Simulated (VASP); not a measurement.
Given:

```xyz
2
Lattice="0.0000 2.6643 2.6643 2.6643 0.0000 2.6643 2.6643 2.6643 0.0000" Properties=species:S:1:pos:R:3 pbc="T T T"
Mg     0.0000     0.0000     0.0000
Se     2.6643     2.6643     2.6643
```

These are PBEsol GGA, VASP's PBE PAW potentials (set 64) (plane waves; VASP) values and carry that method's errors. Numerical set-up: 500 eV cut-off, 9×9×9 Γ-centred mesh, Gaussian smearing of 0.050 eV, potentials Mg Se.

Energy and stress use the plane-wave basis of the starting cell.

Task: The ions, cell shape and volume at an external pressure of 10.0 GPa are relaxed. Which structure does the run end with?

Result: 
```xyz
2
Lattice="0.0000 2.6179 2.6179 2.6179 0.0000 2.6179 2.6179 2.6179 0.0000" Properties=species:S:1:pos:R:3 pbc="T T T"
Mg     0.0000     0.0000     0.0000
Se     2.6179     2.6179     2.6179
```
Space group Fm-3m (225), at a tolerance of 0.03 Å.

Task: How do energy and volume change from the first to the last step?

Result: The energy (σ→0) changes by +44.8 meV/atom and the volume by -5.1 %, in 3 ionic steps.

```tsv
step	E(σ→0) (eV)	max force (eV/Å)	pressure (GPa)	volume (Å³)
1	-8.0678	0.000	5.00	37.82
2	-7.8899	0.000	13.77	34.68
3	-7.9783	0.000	9.98	35.88
```

The compound is MgSe in the rock salt structure. This run relaxes it under an external pressure of 10 GPa. Symmetry was kept, so distortions that lower it aren't found.
